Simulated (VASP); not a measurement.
Given:

```
CELL_PARAMETERS angstrom
      0.00000     2.52671     2.52671
      2.52671     0.00000     2.52671
      2.52671     2.52671     0.00000
ATOMIC_POSITIONS crystal
  Ga 0.00000 0.00000 0.00000
  P  0.25000 0.25000 0.25000
```

Computed with PBEsol GGA, VASP's PBE PAW potentials (set 64) (plane waves; VASP). Numerical set-up: 500 eV cut-off, 9×9×9 Γ-centred mesh, Gaussian smearing of 0.050 eV, potentials Ga_d P.

What does the run give for the energy per atom (σ→0), pressure?

```yaml
energy per atom (σ→0): -4.655 eV/atom
pressure: 300.0 kbar
```

The absolute energy has meaning only against runs of the same code, potentials and settings.

The structure was generated: GaP was put into the zinc blende type (F-43m), which need not be its known phase. It was relaxed first under an external pressure of 30 GPa.
